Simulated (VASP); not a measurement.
The system is Si2Ni.

```
CELL_PARAMETERS angstrom
0.00000 2.69623 2.69623
2.69623 0.00000 2.69623
2.69623 2.69623 0.00000
ATOMIC_POSITIONS crystal
Si 0.25000 0.25000 0.25000
Si 0.75000 0.75000 0.75000
Ni 0.00000 0.00000 0.00000
```

The cell comes from a database or a generator and needn't be the stable form of this composition.

Base run:

| Quantity | Value |
| --- | --- |
| Program | VASP 6.6.1 |
| Functional | r2SCAN |
| Potentials or basis | VASP PAW PBE potentials, release 64 (Si, Ni) |
| Cutoff | 520 eV |
| k mesh | 14 × 14 × 14 |
| Occupations | gaussian, width 0.1 eV |
| Spin | collinear spin, ferromagnetic start |
| Starting moments | [0.0, 0.0, 1.0] μB |

Its results: band gap on the k mesh none (metal or under the smearing width); pressure -0.9 GPa; net moment 0.00 μB per cell.

Q: The run is repeated on the same cell with these changes: functional from r2SCAN to PBEsol; cutoff from 520 eV to 700 eV. What comes out?

A: Band gap on the k mesh none (metal or under the smearing width); pressure 0.2 GPa; net moment 0.00 μB per cell.

Caveats: the PAW data sets were made with another functional, which shifts forces and pressure a little.
